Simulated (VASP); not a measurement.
Input:

```yaml
crystal:
  lattice:
    - [0.00000, 3.22399, 3.22399]
    - [3.22399, 0.00000, 3.22399]
    - [3.22399, 3.22399, 0.00000]
  atoms:
    - { symbol: Hg, position: [0.00000, 0.00000, 0.00000] }
    - { symbol: Te, position: [0.25000, 0.25000, 0.25000] }
```

Level of theory: LDA (Ceperley-Alder, Perdew-Zunger), VASP's LDA PAW potentials (set 64) (plane waves; VASP 6.6.1). Numerical set-up: 400 eV cut-off, 9×9×9 Γ-centred mesh, first-order Methfessel-Paxton smearing of 0.10 eV, potentials Hg Te.

Unless said otherwise, spin-orbit coupling is left out, though it shifts the bands of the heavy elements here.

Problem. Estimate the energy per atom (σ→0), band gap (on the k-mesh) with the smallest direct gap where there is one.

Solution. 
The band gap (on the k-mesh) is none (metal, semimetal or under 0.01 eV). The energy per atom (σ→0) comes out as -2.519 eV/atom.

The absolute energy has meaning only against runs of the same code, potentials and settings.

The structure comes from a computed database's HgTe entry (F-43m); how it stands against other phases isn't given here. It was relaxed first, which changed the volume by -6 %. The start is the result of an earlier pass.
